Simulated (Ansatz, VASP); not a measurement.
# Cross-check of SnPt (CsCl type (invented)) between VASP and Ansatz

Wanted: the spread between two codes on one cell, functional and k mesh. The cell is generated by rule, not measured, and may not be a known phase. Of the first pair: The two relaxations start from unlike cells of this crystal (the structure described is Ansatz's start), so only their ends are compared.

Calculated with Ansatz 0.2.0; plane waves, with VASP 6.6.1 beside it; relaxation of cell and atoms at LDA.

### 1. Starting point

The structure is cubic, space group Pm-3m (No. 221). Conventional cell: a = 3.698 Å, b = 3.698 Å, c = 3.698 Å, α = 90.00°, β = 90.00°, γ = 90.00°. Nearest to Pt lie 8 Sn at 3.20 Å. Nearest to Sn lie 8 Pt at 3.20 Å. Farther neighbours are not listed.

### 2. VASP: relaxation of cell and atoms, LDA, pair 1

The relaxed volume is the usual yardstick between codes: in a stiff, nearly cubic crystal its relative difference is about their pressure difference at one cell divided by the bulk modulus.

Lines of VASP's logs that name or quote its potential files are left out, and so is its time.

INCAR

```
SYSTEM = SnPt
PREC = Accurate
ENCUT = 500
EDIFF = 1E-07
NELM = 120
ISMEAR = 0
SIGMA = 0.1
LREAL = .FALSE.
ALGO = Normal
GGA = PW92
NBANDS = 18
LASPH = .TRUE.
LORBIT = 11
LWAVE = .FALSE.
LCHARG = .FALSE.
ISIF = 3
IBRION = 2
NSW = 80
EDIFFG = -0.005
GGA_COMPAT = .FALSE.
NELMIN = 4
```

POSCAR

```
SnPt
1.0
    3.2998363902      0.0000000000      0.0000000000
    0.0000000000      3.2998363902      0.0000000000
    0.0000000000      0.0000000000      3.2998363902
Pt Sn
1 1
Direct
    0.0000000000      0.0000000000      0.0000000000
    0.5000000000      0.5000000000      0.5000000000
```

KPOINTS

```
Automatic mesh
0
Gamma
6 6 6
0 0 0
```

The projector-augmented-wave data sets are Pt and Sn_d (LDA family, release 64).

Launch:

```sh
mpirun -np 1 vasp_std
```

Numbers of over 12 decimals in the logs are rounded to 6 here.

The program printed:

```text
[banner, memory and clock lines left out]
running    1 mpi-ranks, on    1 nodes
 distrk:  each k-point on    1 cores,    1 groups
 distr:  one band on    1 cores,    1 groups

 POSCAR found type information on POSCAR PtSn
 POSCAR found :  2 types and       2 ions
|                                                                             |
|               ----> ADVICE to this user running VASP <----                  |
|                                                                             |
|     You enforced a specific xc type in the INCAR file but a different       |
|     [... a line on the potential file left out ...]
|     I HOPE YOU KNOW WHAT YOU ARE DOING!                                     |
|                                                                             |

 LDA part: xc-table for (Slater(with rela. corr.)+PW92), standard interpolation
 POSCAR, INCAR and KPOINTS ok, starting setup
 FFT: planning ... GRIDC
 FFT: planning ... GRID_SOFT
 FFT: planning ... GRID
 WAVECAR not read
 entering main loop
       N       E                     dE             d eps       ncg     rms          rms(c)
DAV:   1     0.172874786241E+03    0.17287E+03   -0.11891E+04   748   0.193E+03
DAV:   2     0.105486645468E+01   -0.17182E+03   -0.16631E+03   744   0.415E+02
DAV:   3    -0.123892622620E+02   -0.13444E+02   -0.13239E+02   782   0.104E+02
DAV:   4    -0.126790665179E+02   -0.28980E+00   -0.28952E+00   826   0.150E+01
DAV:   5    -0.126864665569E+02   -0.74000E-02   -0.73989E-02   824   0.251E+00    0.842E+00
DAV:   6    -0.124388096732E+02    0.24766E+00   -0.10195E+00   758   0.694E+00    0.423E+00
DAV:   7    -0.123983813023E+02    0.40428E-01   -0.56002E-02   916   0.321E+00    0.231E+00
DAV:   8    -0.123864592238E+02    0.11922E-01   -0.21566E-02   882   0.135E+00    0.224E-01
DAV:   9    -0.123859941928E+02    0.46503E-03   -0.15649E-03   914   0.643E-01    0.725E-02
DAV:  10    -0.123859755067E+02    0.18686E-04   -0.11478E-04   768   0.950E-02    0.189E-02
DAV:  11    -0.123859737678E+02    0.17389E-05   -0.56798E-06   954   0.189E-02    0.378E-03
DAV:  12    -0.123859737276E+02    0.40273E-07   -0.34995E-07   740   0.560E-03
   1 F= -.12385974E+02 E0= -.12382224E+02  d E =-.123860E+02
 curvature:   0.00 expect dE= 0.000E+00 dE for cont linesearch  0.000E+00
 trial: gam= 0.00000 g(F)=  0.000E+00 g(S)=  0.203E-04 ort = 0.000E+00 (trialstep = 0.100E+01)
 search vector abs. value=  0.203E-04
 bond charge predicted
       N       E                     dE             d eps       ncg     rms          rms(c)
DAV:   1    -0.123863559081E+02   -0.38214E-03   -0.74424E-03   852   0.126E+00    0.119E-01
DAV:   2    -0.123860193369E+02    0.33657E-03   -0.10886E-03   778   0.354E-01    0.428E-02
DAV:   3    -0.123859790420E+02    0.40295E-04   -0.67458E-05   954   0.141E-01    0.196E-02
DAV:   4    -0.123859698589E+02    0.91831E-05   -0.20031E-05   996   0.724E-02    0.505E-03
DAV:   5    -0.123859691693E+02    0.68966E-06   -0.14929E-06   918   0.136E-02    0.111E-03
DAV:   6    -0.123859691515E+02    0.17719E-07   -0.33479E-08   408   0.218E-03
   2 F= -.12385969E+02 E0= -.12382273E+02  d E =0.457603E-05
 trial-energy change:    0.000005  1 .order    0.000005   -0.000020    0.000031
 step:   0.4155(harm=  0.3987)  dis= 0.00000  next Energy=   -12.385978 (dE=-0.426E-05)
 bond charge predicted
       N       E                     dE             d eps       ncg     rms          rms(c)
DAV:   1    -0.123861102406E+02   -0.14107E-03   -0.25440E-03   850   0.740E-01    0.696E-02
DAV:   2    -0.123859953133E+02    0.11493E-03   -0.37159E-04   774   0.207E-01    0.252E-02
DAV:   3    -0.123859815179E+02    0.13795E-04   -0.23027E-05   950   0.823E-02    0.116E-02
DAV:   4    -0.123859783583E+02    0.31595E-05   -0.68666E-06  1000   0.423E-02    0.298E-03
DAV:   5    -0.123859781215E+02    0.23686E-06   -0.50566E-07   854   0.797E-03    0.662E-04
DAV:   6    -0.123859781144E+02    0.70486E-08   -0.12367E-08   382   0.132E-03
   3 F= -.12385978E+02 E0= -.12382251E+02  d E =-.438686E-05
 curvature:  -0.20 expect dE=-0.129E-09 dE for cont linesearch -0.129E-09
 trial: gam= 0.00000 g(F)=  0.567E-65 g(S)=  0.648E-09 ort =-0.115E-06 (trialstep = 0.883E+00)
 search vector abs. value=  0.748E-09
 reached required accuracy - stopping structural energy minimisation
```

Parts of OUTCAR (step 2):

```text
ion  position               nearest neighbor table
   1  0.000  0.000  0.000-   2 2.86   2 2.86   2 2.86   2 2.86   2 2.86   2 2.86   2 2.86   2 2.86

  LATTYP: Found a simple cubic cell.
 ALAT       =     3.2998363902

 Subroutine GETGRP returns: Found 48 space group operations
 (whereof 48 operations were pure point group operations)

The static configuration has the point symmetry O_h .

 Found     20 irreducible k-points:

   k-points           NKPTS =     20   k-points in BZ     NKDIM =     20   number of bands    NBANDS=     18

   dimension x,y,z NGX =    24 NGY =   24 NGZ =   24
   dimension x,y,z NGXF=    48 NGYF=   48 NGZF=   48

   ENCUT  =  500.0 eV  36.75 Ry    6.06 a.u.   6.02  6.02  6.02*2*pi/ulx,y,z

   NELECT =      24.0000    total number of electrons

 k-points in reciprocal lattice and weights: Automatic mesh
   0.00000000  0.00000000  0.00000000       0.005
   0.16666667  0.00000000  0.00000000       0.028
   0.33333333  0.00000000  0.00000000       0.028
   0.50000000  0.00000000  0.00000000       0.014
   0.16666667  0.16666667  0.00000000       0.056
   0.33333333  0.16666667  0.00000000       0.111
   0.50000000  0.16666667  0.00000000       0.056
   0.33333333  0.33333333  0.00000000       0.056
   0.50000000  0.33333333  0.00000000       0.056
[...]
0.50000000  0.50000000  0.33333333       0.028
   0.50000000  0.50000000  0.50000000       0.005

 average (electrostatic) potential at core
       1 -62.7440       2 -95.5662

 E-fermi :  11.4596

 k-point     1 :       0.0000    0.0000    0.0000
  band No.  band energies     occupation
    ...
      7       6.7981      2.00000
      8       6.7981      2.00000
      9       8.8781      2.00000
     10       8.8781      2.00000
     11       8.8781      2.00000
     12      13.3915      0.00000
     13      13.3915      0.00000
     14      13.3915      0.00000
     15      16.5651      0.00000
     16      21.0657      0.00000
    ...

 k-point     2 :       0.1667    0.0000    0.0000
  band No.  band energies     occupation
    ...
      8       6.8438      2.00000
      9       8.4122      2.00000
     10       8.4122      2.00000
     11       8.8718      2.00000
     12      11.2052      1.99968
     13      14.3686      0.00000
     14      14.3686      0.00000
     15      18.0288      0.00000
     16      20.4603      0.00000
     17      22.8059      0.00000
    ...

 k-point     3 :       0.3333    0.0000    0.0000
  band No.  band energies     occupation
    ...
      8       6.9389      2.00000
      9       7.7333      2.00000
     10       7.7333      2.00000
     11       8.8589      2.00000
     12       9.9041      2.00000
     13      16.5832      0.00000
     14      16.5832      0.00000
     15      18.8232      0.00000
     16      19.4655      0.00000
     17      22.6135      0.00000
    ...

  Total        0.0000946      0.0000946      0.0000946      0.0000000      0.0000000      0.0000000
  in kB        0.0042219      0.0042219      0.0042219      0.0000000      0.0000000      0.0000000
  external PRESSURE =       0.0042219 kB  Pullay stress =       0.0000000 kB

  energy-cutoff  :      500.00
  volume of cell :       35.91
      direct lattice vectors                 reciprocal lattice vectors
     3.299282173  0.000000000 -0.000000000     0.303096234 -0.000000000  0.000000000
     0.000000000  3.299282173 -0.000000000     0.000000000  0.303096234  0.000000000
    -0.000000000 -0.000000000  3.299282173     0.000000000  0.000000000  0.303096234

 POSITION                                       TOTAL-FORCE (eV/Angst)
 -----------------------------------------------------------------------------------
      0.00000      0.00000      0.00000         0.000000      0.000000      0.000000
      1.64964      1.64964      1.64964        -0.000000     -0.000000      0.000000
 -----------------------------------------------------------------------------------
    total drift:                                0.000000      0.000000     -0.000000

  FREE ENERGIE OF THE ION-ELECTRON SYSTEM (eV)
  ---------------------------------------------------
  free  energy   TOTEN  =       -12.3859781144 eV

  energy  without entropy=      -12.3785234854  energy(sigma->0) =      -12.38225080

 reached required accuracy - stopping structural energy minimisation

 total charge
# of ion       s       p       d       tot
------------------------------------------
    1        0.617   0.446   8.259   9.322
    2        1.168   1.098  10.074  12.340
--------------------------------------------------
tot          1.785   1.544  18.334  21.662

[... 3 further parts left out ...]
```

CONTCAR:

```
SnPt
   1.00000000000000
     3.2992821729041935    0.0000000000000000   -0.0000000000000000
     0.0000000000000000    3.2992821729041935   -0.0000000000000000
    -0.0000000000000000   -0.0000000000000000    3.2992821729041935
  Pt              Sn
     1     1
Direct
     0.0000000000000000    0.0000000000000000    0.0000000000000000
     0.5000000000000000    0.5000000000000000    0.5000000000000000
```

### 3. Ansatz: relaxation of cell and atoms, LDA, pair 1

Ansatz runs on its default PAW (the set named soft_2) files.

Its own start cell and the same functional (in two slightly different forms), mesh and smearing now go to Ansatz, which takes its cutoff from its data sets.

input.yaml

```yaml
crystal:
  lattice:
    - [3.69793, 0.0, 0.0]
    - [0.0, 3.69793, 0.0]
    - [0.0, 0.0, 3.69793]
  atoms:
    - { symbol: Pt, position: [0.0, 0.0, 0.0] }
    - { symbol: Sn, position: [0.5, 0.5, 0.5] }
kpoints:
  mp_grid: { grid: [6, 6, 6] }
hamiltonian:
  xc: lda
scf:
  occupations: { method: gaussian, width: 0.1 }
output:
  forces: true
  stress: true
  eigenvalues: true
relax:
  adjacent_minimum: "off"
  f_tol: 0.05
  max_steps: 80
  cell: { stress_tol: 0.5 }
```

Launch:

```sh
ansatz run input.yaml --threads 2 --pin off --max-ram 5120MiB --backend cpu --events-out ev --progress --plain --runs-dir out
```

The program printed:

```text
The last accepted step is kept in <dir> (removed where the run ends without a failure and the disk answers)
Engine: ansatz 0.2.0, aarch64-unknown-linux-gnu
Pseudopotentials: kind: paw
Pseudopotential: Pt, paw, valence charge 18, recommended cutoff 420 eV (normal), Pt.paw.azcp
Pseudopotential: Sn, paw, valence charge 14, recommended cutoff 420 eV (normal), Sn.paw.azcp
Functional definition: SPW92
  exchange = slater_x
  correlation = pw_c
Crystal: 2 atoms, lattice volume = 50.568 Å³
Basis set: ecut = 420 eV, 1021 PW (Γ)
Bands: 20, of which v1, the nominal top of the filled ones, is band 16 counted from 1 (15 counted from 0)
Symmetry: 48 space group operations
Space group: Pm-3m (ITA 221), of the structure as read, at distance tolerance 3.7e-5 Å
k-points: 20 of 216
Non-local potential: Pt, projectors of the file, l = 0: 3, l = 1: 2, l = 2: 2, l = 3: 1
Non-local potential: Sn, projectors of the file, l = 0: 2, l = 1: 2, l = 2: 2, l = 3: 2
PAW form: soft (Blöchl's): semilocal exchange-correlation on the pseudo side does not see the compensation charge
PAW frozen core: Pt, regenerated for the run's functional, and the local potential with it (the file was generated under x = pbe(κ = 0.804, μ = 0.219515), c = pbe(β = 0.066725))
PAW frozen core: Sn, regenerated for the run's functional, and the local potential with it (the file was generated under x = pbe(κ = 0.804, μ = 0.219515), c = pbe(β = 0.066725))
PAW one-centre angular grid: Pt, 590 points (default); XC on 64 Gauss nodes
PAW one-centre angular grid: Sn, 590 points (default); XC on 64 Gauss nodes
Initial density: superposition of atomic densities (neutral atoms: chi_scale 0, normalization atom), corrected by the library's trained network
Initial wavefunctions: pseudopotential atomic-orbital guess
Functional: x = slater, c = lda
SCF iter   1: F=—  HF=-18123.593033 eV  |F-HF|=—  |Δ(HF+E_count)|=         —  Δρ=6.37e-3  dr2=9.82e-3  ethr=1.77e-3  ⟨swp⟩=5.7  Hψ=1794  notcnv=0
preconditioner: auto → Resta (q_TF=auto, 2.528 Å⁻¹)  ε∞=4.2  [insulator: Δε(μ)=0.176 eV  Ē_g=14.306 eV  σ=0.100 eV  W_gap=0.62  n_scr=18 (ndim 8)  ℏωp=25.6 eV  f_vac=0.000  D(μ)=1.04/eV (n_scr^D=6)  ε∞_Penn≈4.2]
SCF iter   2: F=—  HF=-18123.589636 eV  |F-HF|=—  |Δ(HF+E_count)|=   3.40e-3  Δρ=2.92e-3  dr2=1.84e-3  ethr=3.07e-5  ⟨swp⟩=2.2  Hψ=760  notcnv=0
SCF iter   3: F=—  HF=-18123.589260 eV  |F-HF|=—  |Δ(HF+E_count)|=   3.76e-4  Δρ=5.35e-4  dr2=8.36e-5  ethr=5.75e-6  ⟨swp⟩=2.3  Hψ=581  notcnv=0
SCF iter   4: F=—  HF=-18123.589252 eV  |F-HF|=—  |Δ(HF+E_count)|=   7.79e-6  Δρ=8.41e-5  dr2=4.22e-6  ethr=2.61e-7  ⟨swp⟩=2.2  Hψ=647  notcnv=0
SCF iter   5: F=—  HF=-18123.589252 eV  |F-HF|=—  |Δ(HF+E_count)|=   6.09e-7  Δρ=1.39e-5  dr2=1.23e-7  ethr=1.32e-8  ⟨swp⟩=2.8  Hψ=638  notcnv=0
SCF iter   6: F=-18123.589252 eV  HF=-18123.589252 eV  |F-HF|=4.66e-10  |Δ(HF+E_count)|=   1.83e-8  Δρ=2.49e-6  dr2=2.21e-9  ethr=3.13e-10  ⟨swp⟩=5.6  Hψ=1553  notcnv=0
SCF 1 converged in 6 iterations: F = -18123.589252 eV  dr2 = 2.21e-9
  greatest PAW one-centre occupation: 1.000 electrons in one spin orbital (limit 2), on the Pt atom at site 0 (counted from 0), in its partial waves of l = 0
relax step   1: F+E_penalty+E_count = -18123.58925182 eV  Δ(F+E_penalty+E_count) = +0.000e0 eV  max|allowed force component| = 5.496e-29 eV/Å  Δτ_max = 0.0000 Å  P = -20.477 GPa  Ω = 50.568 Å³  (6 SCF iters, dr2 threshold 1.00e-7 eV, accepted)
[...]
relax step   3: F+E_penalty+E_count = -18124.88962885 eV  Δ(F+E_penalty+E_count) = -4.647e-1 eV  max|allowed force component| = 2.958e-30 eV/Å  Δτ_max = 0.0000 Å  P = -4.801 GPa  Ω = 37.172 Å³  energy of the carried Pulay correction = +2.698e-3 eV  (6 SCF iters, dr2 threshold 2.00e-7 eV, accepted)
[...]
relax step   4: F+E_penalty+E_count = -18124.90293246 eV  Δ(F+E_penalty+E_count) = -1.330e-2 eV  max|allowed force component| = 3.366e-29 eV/Å  Δτ_max = 0.0000 Å  P = +3.576 GPa  Ω = 35.092 Å³  energy of the carried Pulay correction = +3.193e-3 eV  (6 SCF iters, dr2 threshold 2.00e-7 eV, accepted)
[...]
relax step   5: F+E_penalty+E_count = -18124.91090078 eV  Δ(F+E_penalty+E_count) = -7.968e-3 eV  max|allowed force component| = 2.222e-29 eV/Å  Δτ_max = 0.0000 Å  P = -0.081 GPa  Ω = 35.866 Å³  energy of the carried Pulay correction = +3.006e-3 eV  (6 SCF iters, dr2 threshold 2.00e-7 eV, accepted)
[...]
relax step   6: F+E_penalty+E_count = -18124.90814532 eV  Δ(F+E_penalty+E_count) = +2.755e-3 eV  max|allowed force component| = 4.832e-30 eV/Å  Δτ_max = 0.0000 Å  P = -0.079 GPa  Ω = 35.866 Å³  stress off target by 7.89e-2 GPa  SCF on the basis re-selected at this cell (its energy is not comparable with the rows above)  (6 SCF iters)
basis re-selected at this cell: Δ(F+E_penalty+E_count) = +2.755e-3 eV, ΔP = +0.002 GPa vs the last step (what re-selecting the basis moved, of the pressure what is left beyond the Pulay correction that the steps carried, after the strain that the cell walked since its last selection, with what the two solves' SCF thresholds leave and, on support functions, any second-order correction that the steps lacked; it is no measure of the basis error at this ecutwfc). The dense FFT grid was sized anew with the basis: this SCF ran on 24×24×24 points, the steps before it on 25×25×25, so part of this shift can come from that change (see relax.cell in the input reference). [rest of the remark cut]
SCF converged after 6 iterations
Free energy (F): -18124.908145 eV
Harris-Foulkes:  -18124.908145 eV  (|F-HF|=0.00e0)
Internal energy: -18124.900062 eV  (E = F + TS)
E sigma→0 (E₀):  -18124.904104 eV
Entropy (-TS):   -0.008083 eV (-4.042 meV/atom)
Fermi energy:    18.503517 eV
--- Per-component energies (eV) ---
  E_band       = -198.997291
  E_kinetic    = 831.504621
  E_local      = -2283.372093  (includes V_loc(G=0)·N_el)
  E_nonlocal   = 180.857510
  E_hartree    = 1064.934799
  E_xc         = -640.568847
  E_vxc        = -403.062417  (∫ρ·V_xc dr)
  E_paw        = -13175.646838  (= ΣΔE_a)
  E_vpaw       = -654.794696  (= ΣTr[D̂ρ^β])
  E_aug_tail   = 0.000162  (compensation charges beyond the density's cutoff)
  E_ewald      = -4103.498143
  E_core_change = 0.888768  (= ΣΔE_core)
  E_smearing   = -0.008083  (= −TS)
  E_closure    = -0.000000  (closes the sum)
  Σ components = -18124.908145   (vs F -18124.908145, Δ=0.00e0)
--- Forces (eV/Å), atoms counted from 1 ---
  atom   1  Pt    -0.00000000     0.00000000    -0.00000000
  atom   2  Sn     0.00000000    -0.00000000    -0.00000000
  max |Σ_I F_I| component: 9.27e-30 eV/Å
--- Stress (GPa, compression-positive) ---
       -0.078857       0.000000      -0.000000
        0.000000      -0.078857       0.000000
       -0.000000       0.000000      -0.078857
  P = ⅓ Tr σ = -0.0789 GPa (-0.789 kbar)
--- Band table (eV; the first three rows and the last of 20) ---
  k-point 0: bands = [... 12 lower, 15.9444, 15.9444, 15.9444, 20.4484, 20.4484, 20.4484, 23.5572, 28.1229]
  k-point 1: bands = [... 12 lower, 15.4768, 15.4768, 15.9383, 18.2474, 21.4275, 21.4275, 25.0430, 27.5227]
  k-point 2: bands = [... 12 lower, 14.7962, 14.7962, 15.9260, 16.9558, 23.6442, 23.6442, 25.8529, 26.5336]
  k-point 19: bands = [... 12 lower, 14.5849, 16.9070, 16.9070, 20.6439, 20.6439, 20.6439, 20.7834, 22.2777]
--- Relaxed structure (5 steps of the walk, 5 accepted, 1 SCFs on fresh bases) ---
  F+E_penalty+E_count = -18124.90814532 eV   max|allowed force component| = 4.832e-30 eV/Å   (the final SCF, on the basis selected at the relaxed cell)
  cell:  # Å, volume = 35.8656 Å³
    - [3.297814, 0, 0]
    - [0, 3.297814, 0]
    - [0, 0, 3.297814]
  atoms:
    - { symbol: Pt, position: [0, 0, 0] }
    - { symbol: Sn, position: [0.5, 0.5, 0.5] }
```

In the SCF lines HF is the Harris–Foulkes energy and dr2 the Hartree energy of the density residual, in eV; the loop may stop once dr2 is under the threshold and the program's other checks hold. Hψ counts applications of the Hamiltonian.

### 4. Side by side

Known differences besides the potentials themselves: the data sets hold 32 valence electrons in Ansatz (on its default PAW (the set named soft_2) files) and 24 in VASP; the cutoff is 420 eV in Ansatz and 500 eV in VASP; VASP's log shows a relativistic correction to its local exchange, Ansatz's none; Ansatz adds a Pulay correction to the stress that steers its cell, VASP none. Total energies have different zeros and are not compared.

Compared:

| quantity | Ansatz | VASP | difference |
| --- | --- | --- | --- |
| volume (Å³) | 35.87 | 35.91 | -0.13 % |
| edge a after relaxation, in the typed setting (Å) | 3.298 | 3.299 | -0.05 % |

(Part 1 of 2 ends here.)

[Lines on the potential files, build, host, timing and source positions are cut from VASP's logs without a mark.]

[Logs are printed without paths, hosts, clocks, repeated set-up lines and the standing remarks that a program may print on its own settings, such as how far it seeks lower states.]

[Hosts, paths, dates, database ids (printed as entryN), source tags and the programs' standing remarks are cut or masked in the printed files.]
